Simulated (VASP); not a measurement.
These are revTPSS meta-GGA, VASP's PBE PAW potentials (set 64) (plane waves; VASP) values and carry that method's errors.

Input for VASP

File KPOINTS:
```
Automatic mesh
0
Gamma
7 7 7
0 0 0
```

**POSCAR**
```
SrVO3
1
    3.8472552581     0.0000000000     0.0000000000
   -0.0000000000     3.8472552581     0.0000000000
   -0.0000000000    -0.0000000000     3.8472552581
Sr V O
1 1 3
Direct
  0.0000000000   0.0000000000   0.0000000000
  0.5000000000   0.5000000000   0.5000000000
  0.5000000000   0.0000000000   0.5000000000
  0.0000000000   0.5000000000   0.5000000000
  0.5000000000   0.5000000000   0.0000000000
```

**INCAR**
```
! general
SYSTEM  = SrVO3
PREC    = Accurate
ENCUT   = 520   ! plane-wave cut-off (eV)
LREAL   = .False.   ! projection in real space or not
LASPH   = .True.

! electronic loop
EDIFF   = 1E-6   ! SCF stop (eV)
NELM    = 100
ALGO    = Normal
LMAXMIX = 4   ! l cut-off of mixed one-centre charges
LMIXTAU = .True.

! smearing
ISMEAR  = 1   ! Methfessel-Paxton
SIGMA   = 0.1   ! width (eV)

! functional
METAGGA = RTPSS

! ions
IBRION  = 2
NSW     = 60   ! most ionic steps
ISIF    = 3   ! ions, shape and volume
EDIFFG  = -0.02   ! ionic stop

! output
LWAVE   = .False.
LCHARG  = .False.
```

POTCAR, in this order: Sr_sv V_sv O (PBE.64 set). Program: vasp_std.

The resulting files:

**OSZICAR**
```
       N       E                     dE             d eps       ncg     rms          rms(c)
DAV:   1     0.531195895001E+03    0.53120E+03   -0.27477E+04  1416   0.244E+03
DAV:   2     0.526755772987E+02   -0.47852E+03   -0.47262E+03  1184   0.654E+02
DAV:   3    -0.656603823119E+01   -0.59242E+02   -0.57971E+02  1664   0.257E+02
DAV:   4    -0.993577777040E+01   -0.33697E+01   -0.33274E+01  1520   0.681E+01
DAV:   5    -0.101187255959E+02   -0.18295E+00   -0.18289E+00  1632   0.128E+01    0.109E+02
DAV:   6    -0.357092747190E+02   -0.25591E+02   -0.34010E+02  1280   0.195E+02    0.359E+01
DAV:   7    -0.334515853142E+02    0.22577E+01   -0.27833E+01  1200   0.468E+01    0.182E+01
DAV:   8    -0.339111124522E+02   -0.45953E+00   -0.58619E+00  1080   0.241E+01    0.147E+01
DAV:   9    -0.334310942249E+02    0.48002E+00   -0.22270E+00  1088   0.946E+00    0.639E+00
DAV:  10    -0.334494986683E+02   -0.18404E-01   -0.30631E-01  1144   0.561E+00    0.412E+00
DAV:  11    -0.333700516707E+02    0.79447E-01   -0.44146E-01  1008   0.582E+00    0.292E-01
DAV:  12    -0.334745257512E+02   -0.10447E+00   -0.95620E-02   968   0.333E+00    0.543E-01
DAV:  13    -0.334922817680E+02   -0.17756E-01   -0.10595E-02  1088   0.107E+00    0.305E-01
DAV:  14    -0.334923100795E+02   -0.28312E-04   -0.18704E-03  1176   0.290E-01    0.112E-01
DAV:  15    -0.334923825161E+02   -0.72437E-04   -0.35517E-04  1104   0.179E-01    0.530E-02
DAV:  16    -0.334922804521E+02    0.10206E-03   -0.21609E-04  1288   0.123E-01    0.186E-02
DAV:  17    -0.334924186879E+02   -0.13824E-03   -0.59198E-05  1200   0.885E-02    0.659E-03
DAV:  18    -0.334924233785E+02   -0.46907E-05   -0.30648E-06   848   0.177E-02    0.327E-03
DAV:  19    -0.334924211585E+02    0.22200E-05   -0.13840E-06   512   0.124E-02    0.294E-03
DAV:  20    -0.334924236488E+02   -0.24903E-05   -0.60809E-07   504   0.890E-03    0.180E-03
DAV:  21    -0.334924237203E+02   -0.71519E-07   -0.10561E-07   504   0.273E-03
   1 F= -.33492424E+02 E0= -.33491441E+02  d E =-.334924E+02
```

File OUTCAR:
```
------------------------ aborting loop because EDIFF is reached ----------------------------------------
  FORCE on cell =-STRESS in cart. coord.  units (eV):
  Direction    XX          YY          ZZ          XY          YZ          ZX
  --------------------------------------------------------------------------------------
  Total       -0.0040684     -0.0040684     -0.0040684      0.0000000      0.0000000     -0.0000000
  in kB       -0.1144666     -0.1144666     -0.1144666      0.0000000      0.0000000     -0.0000000
  external PRESSURE =      -0.1144666 kB  Pullay stress =       0.0000000 kB
  volume of cell :       56.94
      direct lattice vectors                 reciprocal lattice vectors
     3.847255258  0.000000000  0.000000000     0.259925566  0.000000000  0.000000000
     0.000000000  3.847255258  0.000000000     0.000000000  0.259925566  0.000000000
     0.000000000  0.000000000  3.847255258     0.000000000  0.000000000  0.259925566
 POSITION                                       TOTAL-FORCE (eV/Angst)
 -----------------------------------------------------------------------------------
      0.00000      0.00000      0.00000         0.000000      0.000000      0.000000
      1.92363      1.92363      1.92363         0.000000      0.000000      0.000000
      1.92363      0.00000      1.92363         0.000000      0.000000      0.000000
      0.00000      1.92363      1.92363         0.000000      0.000000      0.000000
      1.92363      1.92363      0.00000         0.000000      0.000000      0.000000
 -----------------------------------------------------------------------------------
    total drift:                                0.000000      0.000000     -0.000000
  FREE ENERGIE OF THE ION-ELECTRON SYSTEM (eV)
  ---------------------------------------------------
  free  energy   TOTEN  =       -33.4924237203 eV

  energy  without entropy=      -33.4894747841  energy(sigma->0) =      -33.49144074

 reached required accuracy - stopping structural energy minimisation
```
(Selected blocks of OUTCAR.)

The compound is SrVO3 in the cubic perovskite structure. It was relaxed first. The start is the result of an earlier pass. The run is not spin-polarised, so no magnetic state was tried. The electron count is odd and the run is not spin-polarised, which forces a metal.
